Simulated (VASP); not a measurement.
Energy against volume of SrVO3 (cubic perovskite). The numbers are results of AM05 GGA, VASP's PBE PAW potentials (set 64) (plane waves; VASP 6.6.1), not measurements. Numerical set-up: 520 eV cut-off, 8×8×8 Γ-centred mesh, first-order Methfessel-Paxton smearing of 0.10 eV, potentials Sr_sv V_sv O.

| V (Å³/atom) | E (eV/atom) |
|---|---|
| 10.473 | -8.01416 |
| 10.807 | -8.03546 |
| 11.141 | -8.04233 |
| 11.475 | -8.03697 |

Fit these four points and predict the energy of the run at 11.810 Å³/atom.

A cubic in V^(−2/3), the third-order Birch-Murnaghan form, passes through the four points with V0 = 11.15 Å³/atom and B0 = 194 GPa, and gives -8.0212 eV/atom there. The run gave -8.0212 eV/atom, -0.0 meV/atom from the fit; all five points give B0 = 194 GPa.

The compound is SrVO3 in the cubic perovskite structure. It was relaxed first. The run is not spin-polarised, so no magnetic state was tried.
